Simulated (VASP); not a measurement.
Level of theory: LDA (Ceperley-Alder, Perdew-Zunger), VASP's LDA PAW potentials (set 64) (plane waves; VASP).

VASP ran on this input.

**KPOINTS**
```
K-points
0
Gamma
5 5 8
0 0 0
```

**INCAR**
```
SYSTEM=CeB2Ir3
PREC=Accurate; ENCUT=400; LREAL=.FALSE.
LASPH=.TRUE.
EDIFF=1E-6; NELM=100; ALGO=Normal
LMAXMIX=6
ISMEAR=-1; SIGMA=0.05
ISPIN=2
ISIF=2
LWAVE=.FALSE.; LCHARG=.FALSE.; LORBIT=11
```

POSCAR:
```
CeB2Ir3
1
    5.5691300000     0.0000000000     0.0000000000
   -2.7845650000     4.8230080000     0.0000000000
    0.0000000000     0.0000000000     3.0493300000
Ce B Ir
1 2 3
Direct
  0.0000000000   0.0000000000   0.0000000000
  0.6666670000   0.3333330000   0.0000000000
  0.3333330000   0.6666670000   0.0000000000
  0.5000000000   0.5000000000   0.5000000000
  0.0000000000   0.5000000000   0.5000000000
  0.5000000000   0.0000000000   0.5000000000
```

POTCAR, in this order: Ce B Ir (LDA.64 set). Program: vasp_std. The INCAR's line for the spin-polarised start is left out here.

Q: What will the output report for the number of irreducible k-points (NKPTS), largest plane-wave count, number of space-group operations, FFT grid (NGX, NGY, NGZ)?

A: 
- number of irreducible k-points (NKPTS): 25
- largest plane-wave count: 1506
- number of space-group operations: 24
- FFT grid (NGX, NGY, NGZ): 36 × 36 × 20

The structure comes from a computed database's CeB2Ir3 entry; how it stands against other phases isn't given here. The cell was not relaxed at this level.
